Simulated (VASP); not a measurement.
Consider the following.

```
CELL_PARAMETERS angstrom
      0.00000     2.95502     2.95502
      2.95502     0.00000     2.95502
      2.95502     2.95502     0.00000
ATOMIC_POSITIONS crystal
  Cd 0.00000 0.00000 0.00000
  S  0.25000 0.25000 0.25000
```

Level of theory: PBE GGA, VASP's PBE PAW potentials (set 64) (plane waves; VASP). Settings: 300 eV cut-off, 7×7×7 Γ-centred mesh, Gaussian smearing of 0.010 eV, potentials Cd S.

Q: Predict the energy per atom (σ→0), band gap (on the k-mesh) with the smallest direct gap where there is one.

A: 
band gap (on the k-mesh): 1.05 eV
smallest direct gap (on the k-mesh): 1.05 eV
energy per atom (σ→0): -3.070 eV/atom

The absolute energy has meaning only against runs of the same code, potentials and settings.

The structure comes from a computed database's CdS entry; how it stands against other phases isn't given here. The cell was not relaxed at this level.
